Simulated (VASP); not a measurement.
Data:

```xyz
2
Lattice="3.9739 0.0000 0.0000 0.0000 3.9739 0.0000 0.0000 0.0000 3.9739" Properties=species:S:1:pos:R:3 pbc="T T T"
Cs     0.0000     0.0000     0.0000
Cl     1.9869     1.9869     1.9869
```

Method: LDA (Ceperley-Alder, Perdew-Zunger), VASP's LDA PAW potentials (set 64) (plane waves; VASP). Settings: 400 eV cut-off, 6×6×6 Γ-centred mesh, Gaussian smearing of 0.050 eV, potentials Cs_sv Cl.

Unless said otherwise, spin-orbit coupling is left out, though it shifts the bands of the heavy elements here.

Q: Estimate the energy per atom (σ→0), band gap (on the k-mesh) with the smallest direct gap where there is one.

A: 
The band gap (on the k-mesh) comes out as 4.97 eV, the smallest direct gap (on the k-mesh) is 4.97 eV and the energy per atom (σ→0) comes out as -3.655 eV/atom.

The compound is CsCl in the CsCl type structure. It was relaxed first, which changed the volume by -10 %. The start is the result of an earlier pass.
